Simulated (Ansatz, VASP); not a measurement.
**Two plane-wave programs on KAl4Zn**

```xyz
6
Lattice="0.0000 3.9126 3.9126 3.9126 0.0000 3.9126 3.9126 3.9126 0.0000" Properties=species:S:1:pos:R:3 pbc="T T T"
K     5.8689    5.8689    5.8689
Al    2.9341    4.8910    4.8910
Al    2.9341    2.9341    2.9341
Al    4.8910    2.9341    4.8910
Al    4.8910    4.8910    2.9341
Zn    0.0000    0.0000    0.0000
```

Change from the starting cell: species swapped into the GdLuAl4 type (F-43m, No. 216).

Alike in both runs: task single point; functional PBE; k mesh 4 × 4 × 4; occupations gaussian, width 0.1 eV; no spin polarisation.

|  | VASP | Ansatz |
| --- | --- | --- |
| version | VASP 6.6.1 | Ansatz 0.2.0 |
| potentials or method | VASP PAW PBE potentials, release 64 (K_sv, Al, Zn) | scalar-relativistic, plane waves, PAW |
| plane-wave cutoff (eV) | 520 | 420 |
| valence electrons in the cell | 33 | 33 |

|  | VASP | Ansatz | Ansatz less VASP |
| --- | --- | --- | --- |
| gap on the k mesh at the Fermi level (eV) | none | none | - |
| pressure (GPa) | 3.7 | 3.6 | -0.08 |
| rms of the force components (eV/Å) | 0.025 | 0.026 | +0.0014 |

Atom by atom the forces differ by 0.001 eV/Å (rms over components). A gap of «none» marks a metal or a gap that the smearing closes. With one functional, cell and mesh, what is left measures potentials, basis and numerics.
